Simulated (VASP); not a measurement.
```xyz
2
Lattice="0.0000 2.4406 2.4406 2.4406 0.0000 2.4406 2.4406 2.4406 0.0000" Properties=species:S:1:pos:R:3 pbc="T T T"
Y      0.0000     0.0000     0.0000
N      2.4406     2.4406     2.4406
```

These are rev-vdW-DF2, VASP's PBE PAW potentials (set 64) (plane waves; VASP) values and carry that method's errors. Settings: 520 eV cut-off, 10×10×10 Γ-centred mesh, tetrahedra with Blöchl corrections, potentials Y_sv N.

Problem. Predict the energy per atom (σ→0), band gap (on the k-mesh) with the smallest direct gap where there is one.

Solution. 
| Item | Value |
|---|---|
| band gap (on the k-mesh) | 0.17 eV |
| smallest direct gap (on the k-mesh) | 0.55 eV |
| energy per atom (σ→0) | -7.615 eV/atom |

The compound is YN in the rock salt structure. It was relaxed first.
